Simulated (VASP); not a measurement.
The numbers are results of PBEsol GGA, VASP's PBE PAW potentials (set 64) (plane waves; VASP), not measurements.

Input for VASP

### INCAR
```
ALGO = Normal
EDIFF = 1E-7
ENCUT = 400
GGA = PS
ISIF = 2
ISMEAR = -5
ISPIN = 2
LASPH = .TRUE.
LCHARG = .TRUE.
LMAXMIX = 4
LORBIT = 11
LREAL = .FALSE.
LWAVE = .FALSE.
MAGMOM = 2*1.7
NEDOS = 601
NELM = 100
PREC = Accurate
SYSTEM = Co
```

**POSCAR**
```
Co
3.3344160
 -0.6617865559   0.6617865559   0.3522456902
  0.6617865559  -0.6617865559   0.3522456902
  0.6617865559   0.6617865559  -0.3522456902
Co
2
direct
  0.7500000000   0.2500000000   0.5000000000
  0.0000000000   0.0000000000   0.0000000000
```

### KPOINTS
```
Automatic mesh
0
Gamma
19 19 19
0 0 0
```

POTCAR, in this order: Co (PBE.64 set). Program: vasp_std.

Task: What will the output report for the number of irreducible k-points (NKPTS), number of bands (NBANDS), largest plane-wave count, number of space-group operations, FFT grid (NGX, NGY, NGZ)?

Result: 
| Property | Value |
|---|---|
| number of irreducible k-points (NKPTS) | 550 |
| number of bands (NBANDS) | 15 |
| largest plane-wave count | 431 |
| number of space-group operations | 16 |
| FFT grid (NGX, NGY, NGZ) | 24 × 24 × 24 |

The structure was generated: Co was put into the beta-Sn type (I4_1/amd), which need not be its known phase. It was relaxed first.
